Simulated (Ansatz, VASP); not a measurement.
**Two plane-wave programs on RuSe**

File INCAR:

```
  ALGO = Fast
  EDIFF = 1E-7
  ENCUT = 520
  GGA = PE
  ISIF = 2
  ISMEAR = 0
  ISPIN = 2
  LASPH = True
  LCHARG = False
  LDAU = True
  LDAUJ = 0 0
  LDAUL = 2 -1
  LDAUPRINT = 1
  LDAUTYPE = 2
  LDAUU = 4 0
  LMAXMIX = 4
  LORBIT = 11
  LREAL = False
  LWAVE = False
  MAGMOM = 1 0
  NELM = 100
  NUPDOWN = 4
  PREC = Accurate
  SIGMA = 0.05
```

The input KPOINTS:

```
k-points
0
Gamma
  6 6 6
```

POSCAR

```
RuSe
1.0
    0.0000000000      2.9063344000      2.9063344000
    2.9063344000      0.0000000000      2.9063344000
    2.9063344000      2.9063344000      0.0000000000
Ru Se
1 1
Direct
    0.0000000000      0.0000000000      0.0000000000
    0.2500000000      0.2500000000      0.2500000000
```

input.yaml

```yaml
crystal:
  lattice:
    - [0.0, 2.9063344, 2.9063344]
    - [2.9063344, 0.0, 2.9063344]
    - [2.9063344, 2.9063344, 0.0]
  atoms:
    - { symbol: Ru, position: [0.0, 0.0, 0.0], spin: 4.0 }
    - { symbol: Se, position: [0.25, 0.25, 0.25] }
hamiltonian:
  xc: pbe
  pseudopotentials: { kind: paw }
  hubbard: { sites: [{ species: Ru, l: d, u_eff: 4.0 }] }
magnetization:
  spin_polarized: true
  initial_magnetization: 4.0
  spin_locking: { lock_magnetization: hard }
kpoints:
  mp_grid: { grid: [6, 6, 6] }
scf:
  occupations: { method: gaussian, width: 0.05 }
output:
  forces: true
  stress: true
  eigenvalues: true
```

The cell comes from a database or a generator and needn't be the stable form of this composition.

Alike in both runs: task single point; functional PBE; k mesh 6 × 6 × 6; occupations gaussian, width 0.05 eV; collinear spin, ferromagnetic start; fixed moment 4 μB; Hubbard terms Ru d U = 4 eV.

|  | VASP | Ansatz |
| --- | --- | --- |
| version | VASP 6.6.1 | Ansatz 0.2.0 |
| potentials or method | VASP PAW PBE potentials, release 64 (Ru_pv, Se) | Ansatz PAW |
| plane-wave cutoff (eV) | 520 | 420 |
| valence electrons in the cell | 20 | 32 |

Ansatz gave:

| Property | Result |
| --- | --- |
| gap on the k mesh at the Fermi level (eV) | none |
| pressure (GPa) | 13.4 |
| largest component of the traceless stress (GPa) | 0.35 |
| net moment per atom (μB) | 2.00 |
| size of the moment on the site where the two differ most (μB) | 2.83 |

Task: Which values does VASP return?

Result: gap on the k mesh at the Fermi level (eV): none; pressure (GPa): 9.4; largest component of the traceless stress (GPa): 0.00; net moment per atom (μB): 2.00; size of the moment on the site where the two differ most (μB): 3.29.

Site moments also hang on the region over which each program counts them. The programs project onto different local orbitals, so the same U acts differently. A gap of «none» marks a metal or a gap that the smearing closes. The two sets of potentials don't hold the same shells in valence.

Caveats: the total moment is fixed, so each spin has its own Fermi level; the moment is held away from its start (VASP); the magnetic or orbital state may not be the lowest (Ansatz); the thresholds are loose for stress (Ansatz). The state reached can hang on the start; a lower one may exist.
